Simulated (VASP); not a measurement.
Output of a VASP run:

**OSZICAR**
```
...
  13 F= -.50068260E+02 E0= -.50068260E+02  d E =-.305605E-03
       N       E                     dE             d eps       ncg     rms          rms(c)
DAV:   1    -0.500688552509E+02   -0.59959E-03   -0.82252E-02   500   0.216E+00    0.578E-02
DAV:   2    -0.500683691228E+02    0.48613E-03   -0.26089E-03   551   0.351E-01    0.204E-02
DAV:   3    -0.500687678016E+02   -0.39868E-03   -0.43005E-04   501   0.177E-01    0.245E-02
DAV:   4    -0.500689203925E+02   -0.15259E-03   -0.58070E-05   500   0.701E-02    0.152E-02
DAV:   5    -0.500690814553E+02   -0.16106E-03   -0.88125E-05   526   0.710E-02    0.962E-03
DAV:   6    -0.500690976324E+02   -0.16177E-04   -0.10682E-05   361   0.312E-02    0.199E-03
DAV:   7    -0.500690678758E+02    0.29757E-04   -0.65050E-06   348   0.239E-02    0.125E-03
DAV:   8    -0.500690992387E+02   -0.31363E-04   -0.61363E-06   421   0.255E-02    0.821E-04
DAV:   9    -0.500690734247E+02    0.25814E-04   -0.38835E-06   358   0.192E-02    0.612E-04
DAV:  10    -0.500690890626E+02   -0.15638E-04   -0.16292E-06   356   0.137E-02    0.408E-04
DAV:  11    -0.500690785803E+02    0.10482E-04   -0.16200E-06   364   0.146E-02    0.224E-04
DAV:  12    -0.500690815441E+02   -0.29638E-05   -0.11804E-06   406   0.123E-02
  14 F= -.50069082E+02 E0= -.50069082E+02  d E =-.112735E-02
       N       E                     dE             d eps       ncg     rms          rms(c)
DAV:   1    -0.500694601824E+02   -0.38160E-03   -0.32960E-01   500   0.432E+00    0.115E-01
DAV:   2    -0.500692098324E+02    0.25035E-03   -0.93146E-03   560   0.644E-01    0.423E-02
DAV:   3    -0.500699154936E+02   -0.70566E-03   -0.12312E-03   509   0.304E-01    0.499E-02
DAV:   4    -0.500697966638E+02    0.11883E-03   -0.13647E-04   622   0.100E-01    0.303E-02
DAV:   5    -0.500702990712E+02   -0.50241E-03   -0.43460E-04   508   0.157E-01    0.190E-02
DAV:   6    -0.500702851432E+02    0.13928E-04   -0.32978E-05   469   0.483E-02    0.372E-03
DAV:   7    -0.500703101408E+02   -0.24998E-04   -0.10896E-05   464   0.336E-02    0.186E-03
DAV:   8    -0.500702701674E+02    0.39973E-04   -0.57937E-06   340   0.248E-02    0.176E-03
DAV:   9    -0.500702797767E+02   -0.96092E-05   -0.65827E-06   375   0.275E-02
  15 F= -.50070280E+02 E0= -.50070280E+02  d E =-.232558E-02
       N       E                     dE             d eps       ncg     rms          rms(c)
DAV:   1    -0.500681562487E+02    0.21139E-02   -0.13183E+00   500   0.863E+00    0.228E-01
DAV:   2    -0.500702432442E+02   -0.20870E-02   -0.35349E-02   560   0.122E+00    0.869E-02
DAV:   3    -0.500709892535E+02   -0.74601E-03   -0.35732E-03   525   0.501E-01    0.101E-01
DAV:   4    -0.500709928917E+02   -0.36382E-05   -0.39551E-04   748   0.145E-01    0.605E-02
DAV:   5    -0.500713067798E+02   -0.31389E-03   -0.11326E-03   510   0.230E-01    0.382E-02
DAV:   6    -0.500712640689E+02    0.42711E-04   -0.74501E-05   582   0.633E-02    0.908E-03
DAV:   7    -0.500712906556E+02   -0.26587E-04   -0.22196E-05   460   0.467E-02    0.311E-03
DAV:   8    -0.500712606549E+02    0.30001E-04   -0.19415E-05   462   0.497E-02    0.226E-03
DAV:   9    -0.500713278981E+02   -0.67243E-04   -0.14465E-05   386   0.443E-02    0.170E-03
DAV:  10    -0.500712857320E+02    0.42166E-04   -0.11629E-05   411   0.370E-02    0.641E-04
DAV:  11    -0.500713558564E+02   -0.70124E-04   -0.10709E-05   492   0.374E-02    0.778E-04
DAV:  12    -0.500713484103E+02    0.74461E-05   -0.33281E-06   376   0.194E-02
  16 F= -.50071348E+02 E0= -.50071348E+02  d E =-.339421E-02
```

OUTCAR:
```
------------------------ aborting loop because EDIFF is reached ----------------------------------------
  FORCE on cell =-STRESS in cart. coord.  units (eV):
  Direction    XX          YY          ZZ          XY          YZ          ZX
  --------------------------------------------------------------------------------------
  Total       -1.6688926     -1.6688926     -0.6027807      0.0000000      0.0000000     -0.0000000
  in kB       -8.2356207     -8.2356207     -2.9745914      0.0000000      0.0000000     -0.0000000
  external PRESSURE =      -6.4819443 kB  Pullay stress =       0.0000000 kB
  volume of cell :      324.67
      direct lattice vectors                 reciprocal lattice vectors
     3.600569781  0.000000000  0.000000000     0.277733820  0.000000000  0.000000000
     0.000000000  3.600569781  0.000000000     0.000000000  0.277733820  0.000000000
     0.000000000  0.000000000 25.043796337     0.000000000  0.000000000  0.039930048
 POSITION                                       TOTAL-FORCE (eV/Angst)
 -----------------------------------------------------------------------------------
      0.00000      1.80028      8.79206        -0.000000      0.000000      0.001740
      1.80028      0.00000     11.17604        -0.000000     -0.000000     -0.004019
      0.00000      1.80028     13.86776        -0.000000      0.000000      0.004019
      1.80028      0.00000     16.25173        -0.000000     -0.000000     -0.001740
      0.00000      1.80028     11.24664         0.000000      0.000000      0.008040
      1.80028      0.00000      8.62694        -0.000000     -0.000000     -0.005761
      0.00000      1.80028     16.41685        -0.000000      0.000000      0.005761
      1.80028      0.00000     13.79716         0.000000      0.000000     -0.008040
 -----------------------------------------------------------------------------------
    total drift:                                0.000000      0.000000     -0.000000
  FREE ENERGIE OF THE ION-ELECTRON SYSTEM (eV)
  ---------------------------------------------------
  free  energy   TOTEN  =       -50.0713484103 eV

  energy  without entropy=      -50.0713484103  energy(sigma->0) =      -50.07134841

 reached required accuracy - stopping structural energy minimisation
```
(Selected blocks of OUTCAR.)

### POSCAR
```
LiCl(100) slab
1
    3.6005697807    -0.0000000000    -0.0000000000
   -0.0000000000     3.6005697807     0.0000000000
    0.0000000000     0.0000000000    25.0437963367
Li Cl
4 4
Direct
  0.0000000000   0.5000000000   0.3512469944
  0.5000000000   0.0000000000   0.4488986354
  0.0000000000   0.5000000000   0.5511013646
  0.5000000000   0.0000000000   0.6487530056
  0.0000000000   0.5000000000   0.4500397133
  0.5000000000   0.0000000000   0.3448457508
  0.0000000000   0.5000000000   0.6551542492
  0.5000000000   0.0000000000   0.5499602867
```

Q: Reconstruct the remaining input files.

A: This is not unique; one that fits is the input of the run itself, r2SCAN meta-GGA, plane waves, VASP's PBE PAW potentials (set 64).

### INCAR
```
SYSTEM = LiCl(100) slab
PREC = Normal
ENCUT = 450
EDIFF = 1E-5
NELM = 100
ALGO = Normal
LREAL = .FALSE.
LASPH = .TRUE.
ISMEAR = 0
SIGMA = 0.05
METAGGA = R2SCAN
LMIXTAU = .TRUE.
LWAVE = .TRUE.
LCHARG = .FALSE.
NELMIN = 4
LDIPOL = .TRUE.
IDIPOL = 3
DIPOL = 0.5 0.5 0.5
IBRION = 2
ISIF = 2
NSW = 120
EDIFFG = -0.03
```

KPOINTS:
```
Automatic mesh
0
Gamma
6 6 1
0 0 0
```

POTCAR, in this order: Li_sv Cl (PBE.64 set). Program: vasp_std.

At this cut-off the stress carries a Pulay error, which pulls relaxed volumes low.

The cell is a thin slab with vacuum, built from LiCl (rock salt): (100) face.
